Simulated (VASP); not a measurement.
# Cu2Mo (P4/nmm) in VASP: further runs

One crystal, Cu2Mo, is run at these levels: PBE; tasks: relaxation of cell and atoms.

Everything below comes from runs of VASP 6.6.1. Logs are shortened: lines on timing, memory, paths and dates and some standing lists are left out, and cuts for length are marked.

## (1) The crystal as given

It takes space group P4/nmm (No. 129, tetragonal). The conventional cell has a = 3.186 Å, b = 3.186 Å, c = 8.148 Å, α = 90.00°, β = 90.00°, γ = 90.00°. Around Cu (site symmetry 4mm) lie 9 Cu at 2.53 to 2.62 Å and 1 Mo at 2.76 Å. Cu (site symmetry 4mm) is surrounded by 5 Cu at 2.53 to 2.55 Å and 5 Mo at 2.74 to 2.86 Å. Mo (site symmetry 4mm) has 4 Mo at 2.60 Å and 6 Cu at 2.74 to 2.86 Å as nearest neighbours.

The cell was built by a generator and needn't be a form met in nature.

## (2) Relaxation of cell and atoms, PBE

Input file INCAR:

```
ALGO = Normal
EDIFF = 1E-6
EDIFFG = -0.01
ENCUT = 520
GGA = PE
IBRION = 2
ISIF = 3
ISMEAR = 0
KPAR = 4
LASPH = T
LCHARG = F
LREAL = F
LWAVE = F
NELM = 120
NSW = 90
PREC = Accurate
SIGMA = 0.1
```

Input file KPOINTS:

```
k-points
0
Gamma
  10 10 4
```

Input file POSCAR:

```
Cu2Mo
1.0
    3.1860000000      0.0000000000      0.0000000000
    0.0000000000      3.1860000000      0.0000000000
    0.0000000000      0.0000000000      8.1480000000
Cu Mo
4 2
Direct
    0.0000000000      0.5000000000      0.5817378500
    0.5000000000      0.0000000000      0.4182621500
    0.0000000000      0.5000000000      0.2708640200
    0.5000000000      0.0000000000      0.7291359800
    0.0000000000      0.5000000000      0.9202258200
    0.5000000000      0.0000000000      0.0797741800
```

Potentials or basis: VASP PAW PBE potentials, release 64 (Cu, Mo_sv).

Run with:

```console
$ cat potpaw_PBE.64/Cu/POTCAR potpaw_PBE.64/Mo_sv/POTCAR > POTCAR
$ mpirun -np 4 vasp_std > vasp.out
```

OUTCAR:

```text
EDIFF = 1E-6
   EDIFFG = -0.01
   ENCUT = 520
   GGA = PE
   IBRION = 2
   ISIF = 3
   ISMEAR = 0
   LASPH = T
   LREAL = F
   NELM = 120
   NSW = 90
   PREC = Accurate

 ion  position               nearest neighbor table
   1  0.000  0.500  0.582-   3 2.53   4 2.55   4 2.55   4 2.55   4 2.55   2 2.62   2 2.62   2 2.62
                             2 2.62   5 2.76
   2  0.500  0.000  0.418-   4 2.53   3 2.55   3 2.55   3 2.55   3 2.55   1 2.62   1 2.62   1 2.62
                             1 2.62   6 2.76
   3  0.000  0.500  0.271-   1 2.53   2 2.55   2 2.55   2 2.55   2 2.55   6 2.74   6 2.74   6 2.74
                             6 2.74   5 2.86
   4  0.500  0.000  0.729-   2 2.53   1 2.55   1 2.55   1 2.55   1 2.55   5 2.74   5 2.74   5 2.74
                             5 2.74   6 2.86
   5  0.000  0.500  0.920-   6 2.60   6 2.60   6 2.60   6 2.60   4 2.74   4 2.74   4 2.74   4 2.74
                             1 2.76   3 2.86
   6  0.500  0.000  0.080-   5 2.60   5 2.60   5 2.60   5 2.60   3 2.74   3 2.74   3 2.74   3 2.74
                             2 2.76   4 2.86

  LATTYP: Found a simple tetragonal cell.
 ALAT       =     3.1860000000
 C/A-ratio  =     2.5574387947

  Lattice vectors:

 A1 = (   3.1860000000,   0.0000000000,   0.0000000000)
 A2 = (   0.0000000000,   3.1860000000,   0.0000000000)
 A3 = (   0.0000000000,   0.0000000000,   8.1480000000)

Analysis of symmetry for initial positions (statically):
=====================================================================
 Subroutine PRICEL returns:
 Original cell was already a primitive cell.

 Routine SETGRP: Setting up the symmetry group for a
 simple tetragonal supercell.

 Subroutine GETGRP returns: Found 16 space group operations
 (whereof  8 operations were pure point group operations)
 out of a pool of 16 trial point group operations.

The static configuration has the point symmetry D_2d.
 The point group associated with its full space group is D_4h.

Analysis of symmetry for dynamics (positions and initial velocities):
=====================================================================
 Subroutine PRICEL returns:
 Original cell was already a primitive cell.

 Routine SETGRP: Setting up the symmetry group for a
 simple tetragonal supercell.

 Subroutine GETGRP returns: Found 16 space group operations
 (whereof  8 operations were pure point group operations)
 out of a pool of 16 trial point group operations.

The dynamic configuration has the point symmetry D_2d.
 The point group associated with its full space group is D_4h.

 Subroutine INISYM returns: Found 16 space group operations
 (whereof  8 operations are pure point group operations),
 and found     1 'primitive' translations
[... 130 lines left out ...]
   AEXX    =    0.0000 exact exchange contribution
   IVDW    =     0    specifies the selected vdW correction
   LEPSILON=     F    determine dielectric tensor
   LRPA    =     F    only Hartree local field effects (RPA)
 conjugate gradient relaxation of ions
 non-spin polarized calculation
 Gauss-broadening in eV      SIGMA  =   0.10
  energy-cutoff  :      520.00
  volume of cell :       82.71
 maximum number of plane-waves:      2280
 NGX is ok and might be reduce to    24
   NGX = 11   NGY = 11   NGZ = 31

--------------------------------------- Ionic step        1  -------------------------------------------

 number of electron      72.0000111 magnetization

 Free energy of the ion-electron system (eV)
  ---------------------------------------------------
  ext. energy  EPLUGINS =         0.00000000
  ---------------------------------------------------
  free energy    TOTEN  =       -35.55857232 eV

  energy without entropy =      -35.53934853  energy(sigma->0) =      -35.54896042

------------------------ aborting loop because EDIFF is reached ----------------------------------------

  FORCE on cell =-STRESS in cart. coord.  units (eV):
  Direction    XX          YY          ZZ          XY          YZ          ZX
  --------------------------------------------------------------------------------------
  -------------------------------------------------------------------------------------
  Total       -0.3900701     -0.3900701     -0.5404200      0.0000000      0.0000000     -0.0000000
  in kB       -7.5563257     -7.5563257    -10.4688612      0.0000000      0.0000000     -0.0000000
  external PRESSURE =      -8.5271709 kB  Pullay stress =       0.0000000 kB
[... 101 lines left out ...]
  FREE ENERGIE OF THE ION-ELECTRON SYSTEM (eV)
  ---------------------------------------------------
  free  energy   TOTEN  =       -35.5608719360 eV

  energy  without entropy=      -35.5417665622  energy(sigma->0) =      -35.55131925

[... ionic steps 4 to 8 ...]

--------------------------------------- Ionic step        9  -------------------------------------------

 number of electron      72.0000097 magnetization

------------------------ aborting loop because EDIFF is reached ----------------------------------------
[... 75 lines left out ...]
--------------------------------------- Ionic step       11  -------------------------------------------

 number of electron      72.0000097 magnetization

 Free energy of the ion-electron system (eV)
  ---------------------------------------------------
  ext. energy  EPLUGINS =         0.00000000
  ---------------------------------------------------
  free energy    TOTEN  =       -35.56282028 eV

  energy without entropy =      -35.54325345  energy(sigma->0) =      -35.55303686

 E-fermi :   8.8089     XC(G=0): -12.6932

 val. band max:        8.8034403856   @ k =   0.3000   0.3000   0.2500
 cond. band min:       8.8111097823   @ k =   0.3000   0.3000   0.5000
 fundamental gap:      0.0076693967
 Fermi energy:         8.8088520423

 k-point     1 :       0.0000    0.0000    0.0000
  band No.  band energies     occupation
      1     -51.9912      2.00000
      2     -51.6054      2.00000
      3     -26.2093      2.00000
      4     -26.2093      2.00000
      5     -26.1902      2.00000
      6     -25.7484      2.00000
[... 1093 lines left out ...]
     42      12.0394      0.00000
     43      13.0004      0.00000

 [... further k-points ...]

------------------------ aborting loop because EDIFF is reached ----------------------------------------

  FORCE on cell =-STRESS in cart. coord.  units (eV):
  Direction    XX          YY          ZZ          XY          YZ          ZX
  --------------------------------------------------------------------------------------
  -------------------------------------------------------------------------------------
  Total       -0.0227878     -0.0227878     -0.0354454      0.0000000      0.0000000     -0.0000000
  in kB       -0.4438204     -0.4438204     -0.6903422      0.0000000      0.0000000     -0.0000000
  external PRESSURE =      -0.5259943 kB  Pullay stress =       0.0000000 kB
[... 21 lines left out ...]
  FREE ENERGIE OF THE ION-ELECTRON SYSTEM (eV)
  ---------------------------------------------------
  free  energy   TOTEN  =       -35.5628202807 eV

  energy  without entropy=      -35.5432534458  energy(sigma->0) =      -35.55303686

 reached required accuracy - stopping structural energy minimisation
```

CONTCAR:

```text
Cu2Mo
   1.00000000000000
     3.1818070155661204    0.0000000000000000    0.0000000000000000
     0.0000000000000000    3.1818070155661204    0.0000000000000000
    -0.0000000000000000    0.0000000000000000    8.1256504580853797
  Cu              Mo
     4     2
Direct
     0.0000000000000000    0.5000000000000000    0.5794753825764539
     0.5000000000000000    0.0000000000000000    0.4205246174235461
     1.0000000000000000    0.5000000000000000    0.2703906402282999
     0.5000000000000000    0.0000000000000000    0.7296093597717001
     0.0000000000000000    0.5000000000000000    0.9199725264021401
     0.5000000000000000    0.0000000000000000    0.0800274735978600

  0.00000000E+00  0.00000000E+00  0.00000000E+00
  0.00000000E+00  0.00000000E+00  0.00000000E+00
  0.00000000E+00  0.00000000E+00  0.00000000E+00
  0.00000000E+00  0.00000000E+00  0.00000000E+00
  0.00000000E+00  0.00000000E+00  0.00000000E+00
  0.00000000E+00  0.00000000E+00  0.00000000E+00
```

It took 8.4 min on 4 MPI ranks of Intel Xeon Platinum 8488C (Sapphire Rapids), shared host; peak memory 0.31 GiB.

Results:

* Free energy: -35.5628 eV
* Relaxed volume: 13.71 Å³/atom
* Relaxed cell: a = 3.182 Å, b = 3.182 Å, c = 8.126 Å, α = 90.00°, β = 90.00°, γ = 90.00°
* Space group after relaxing (to 0.05 Å): P4/nmm (No. 129)
* Energy gained by relaxing: 0.7 meV/atom
* Ionic steps: 11
* Pressure after relaxing: -0.1 GPa
* Largest force after relaxing: 0.007 eV/Å
* Band gap on the k mesh: none (metal or under the smearing width)

Forces on the atoms (eV/Å):
```
Cu   0.000  0.000 -0.003
Cu   0.000  0.000  0.003
Cu   0.000  0.000 -0.007
Cu   0.000  0.000  0.007
Mo   0.000  0.000 -0.006
Mo   0.000  0.000  0.006
```

Step by step:
| step | energy change (eV) | largest force (eV/Å) | pressure (GPa) | volume (Å³) |
| --- | --- | --- | --- | --- |
| 1 | 0.0000 | 0.1440 | -0.85 | 82.71 |
| 2 | -0.0016 | 0.0981 | 1.00 | 81.83 |
| 3 | -0.0023 | 0.1145 | 0.35 | 82.13 |
| 4 | -0.0038 | 0.0540 | 0.39 | 82.15 |
| 5 | -0.0041 | 0.0451 | 0.24 | 82.16 |
| 6 | -0.0041 | 0.0359 | 0.20 | 82.16 |
| 7 | -0.0041 | 0.0167 | -0.27 | 82.38 |
| 8 | -0.0042 | 0.0296 | -0.05 | 82.26 |
| 9 | -0.0042 | 0.0258 | -0.10 | 82.29 |
| 10 | -0.0042 | 0.0182 | -0.02 | 82.26 |
| 11 | -0.0042 | 0.0068 | -0.05 | 82.26 |

Final structure:
```cif
data_structure
_symmetry_space_group_name_H-M 'P 1'
_symmetry_Int_Tables_number 1
_cell_length_a 3.1818
_cell_length_b 3.1818
_cell_length_c 8.1257
_cell_angle_alpha 90.000
_cell_angle_beta 90.000
_cell_angle_gamma 90.000
_cell_volume 82.26
loop_
_atom_site_label
_atom_site_type_symbol
_atom_site_fract_x
_atom_site_fract_y
_atom_site_fract_z
_atom_site_occupancy
Cu1 Cu 0.00000 0.50000 0.57948 1
Cu2 Cu 0.50000 0.00000 0.42052 1
Cu3 Cu 0.00000 0.50000 0.27039 1
Cu4 Cu 0.50000 0.00000 0.72961 1
Mo1 Mo 0.00000 0.50000 0.91997 1
Mo2 Mo 0.50000 0.00000 0.08003 1
```

Levels at points of the mesh, in eV from the Fermi level:
| k point | band 32 | band 33 | band 34 | band 35 | band 36 | band 37 | band 38 | band 39 | band 40 | band 41 |
| --- | --- | --- | --- | --- | --- | --- | --- | --- | --- | --- |
| (0.00, 0.00, 0.00) | -1.62 | -1.37 | -0.56 | -0.33 | -0.33 | 0.76 | 0.95 | 1.43 | 1.43 | 3.72 |
| (0.50, 0.00, 0.00) | -1.79 | -1.15 | -1.15 | -1.14 | -1.14 | -0.36 | -0.36 | 2.00 | 2.00 | 3.39 |
| (0.50, 0.50, 0.00) | -2.02 | -0.16 | -0.16 | -0.09 | -0.09 | 1.26 | 1.26 | 2.67 | 2.67 | 2.98 |
| (0.00, 0.00, 0.50) | -1.66 | -1.34 | -0.56 | -0.25 | -0.25 | 0.83 | 0.95 | 1.22 | 1.22 | 3.17 |
| (0.50, 0.00, 0.50) | -1.54 | -1.33 | -1.33 | -1.16 | -1.16 | 0.73 | 0.73 | 1.82 | 1.82 | 2.98 |
| (0.50, 0.50, 0.50) | -1.92 | -1.56 | -1.56 | 1.27 | 1.27 | 1.87 | 1.87 | 2.59 | 2.59 | 2.67 |

## (3) Relaxation of cell and atoms, PBE

This run uses another cell than the first one, of 13.71 Å³/atom, 0.995 times its volume.

Input file INCAR:

```
ALGO = Normal
EDIFF = 1E-7
EDIFFG = -0.005
ENCUT = 520
GGA = PE
IBRION = 2
ISIF = 3
ISMEAR = 0
KPAR = 4
LASPH = T
LCHARG = F
LREAL = F
LWAVE = F
NELM = 120
NSW = 60
POTIM = 0.3
PREC = Accurate
SIGMA = 0.1
```

KPOINTS is that of step 2.

Input file POSCAR:

```
Cu2Mo                                   
1.0
    3.1818070156      0.0000000000      0.0000000000
    0.0000000000      3.1818070156      0.0000000000
   -0.0000000000      0.0000000000      8.1256504581
  Cu              Mo            
     4     2
Direct
     0.0000000000000000    0.5000000000000000    0.5794753825764539
     0.5000000000000000    0.0000000000000000    0.4205246174235461
     1.0000000000000000    0.5000000000000000    0.2703906402282999
     0.5000000000000000    0.0000000000000000    0.7296093597717001
     0.0000000000000000    0.5000000000000000    0.9199725264021401
     0.5000000000000000    0.0000000000000000    0.0800274735978600
```

Potentials or basis: VASP PAW PBE potentials, release 64 (Cu, Mo_sv).

Run with:

```console
$ cat potpaw_PBE.64/Cu/POTCAR potpaw_PBE.64/Mo_sv/POTCAR > POTCAR
$ mpirun -np 4 vasp_std > vasp.out
```

Run time: 1.9 min. Hardware: 4 MPI ranks of Intel Xeon Platinum 8488C (Sapphire Rapids), shared host; peak memory 0.3 GiB.

Results (log left out):

| Item | Value |
| --- | --- |
| Free energy | -35.5626 eV |
| Relaxed volume | 13.71 Å³/atom |
| Relaxed cell | a = 3.181 Å, b = 3.181 Å, c = 8.125 Å, α = 90.00°, β = 90.00°, γ = 90.00° |
| Space group after relaxing (to 0.05 Å) | P4/nmm (No. 129) |
| Energy gained by relaxing | 0.0 meV/atom |
| Ionic steps | 2 |
| Pressure after relaxing | 0.0 GPa |
| Largest force after relaxing | 0.004 eV/Å |
| Band gap on the k mesh | none (metal or under the smearing width) |

Forces in eV/Å, atoms in the order of the input:
```
Cu   0.000  0.000 -0.003
Cu   0.000  0.000  0.003
Cu   0.000  0.000 -0.004
Cu   0.000  0.000  0.004
Mo   0.000  0.000 -0.004
Mo   0.000  0.000  0.004
```

Final structure:
```
Cu Mo
1.0
     3.18146    0.00000    0.00000
     0.00000    3.18146    0.00000
     0.00000    0.00000    8.12536
Cu Mo
4 2
Cartesian
  3.1815 1.5907 4.7083
  1.5907 3.1815 3.4170
  3.1815 1.5907 2.1969
  1.5907 3.1815 5.9285
  0.0000 1.5907 7.4749
  1.5907 3.1815 0.6504
```

Levels at points of the mesh, in eV from the Fermi level:
| k point | band 32 | band 33 | band 34 | band 35 | band 36 | band 37 | band 38 | band 39 | band 40 | band 41 |
| --- | --- | --- | --- | --- | --- | --- | --- | --- | --- | --- |
| (0.00, 0.00, 0.00) | -1.62 | -1.37 | -0.56 | -0.33 | -0.33 | 0.76 | 0.95 | 1.43 | 1.43 | 3.72 |
| (0.50, 0.00, 0.00) | -1.79 | -1.15 | -1.15 | -1.14 | -1.14 | -0.36 | -0.36 | 2.00 | 2.00 | 3.40 |
| (0.50, 0.50, 0.00) | -2.02 | -0.16 | -0.16 | -0.09 | -0.09 | 1.26 | 1.26 | 2.67 | 2.67 | 2.98 |
| (0.00, 0.00, 0.50) | -1.66 | -1.34 | -0.56 | -0.25 | -0.25 | 0.83 | 0.95 | 1.22 | 1.22 | 3.17 |
| (0.50, 0.00, 0.50) | -1.54 | -1.33 | -1.33 | -1.16 | -1.16 | 0.73 | 0.73 | 1.82 | 1.82 | 2.99 |
| (0.50, 0.50, 0.50) | -1.92 | -1.56 | -1.56 | 1.27 | 1.27 | 1.87 | 1.87 | 2.59 | 2.59 | 2.67 |
